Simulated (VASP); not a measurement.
Input:

```xyz
1
Lattice="0.0000 1.9076 1.9076 1.9076 0.0000 1.9076 1.9076 1.9076 0.0000" Properties=species:S:1:pos:R:3 pbc="T T T"
Pd     0.0000     0.0000     0.0000
```

Method: LDA (Ceperley-Alder, Perdew-Zunger), VASP's LDA PAW potentials (set 64) (plane waves; VASP). Numerical set-up: 500 eV cut-off, 16×16×16 Γ-centred mesh, first-order Methfessel-Paxton smearing of 0.10 eV, potentials Pd.

Problem. What does the run give for the energy per atom (σ→0), pressure, band gap (on the k-mesh) with the smallest direct gap where there is one?

Solution. 
The band gap (on the k-mesh) is none (metal, semimetal or under 0.01 eV), the energy per atom (σ→0) is -6.489 eV/atom and the pressure is 4.93 GPa.

The absolute energy has meaning only against runs of the same code, potentials and settings.

The compound is Pd in the fcc structure. It was relaxed first under an external pressure of 5 GPa.
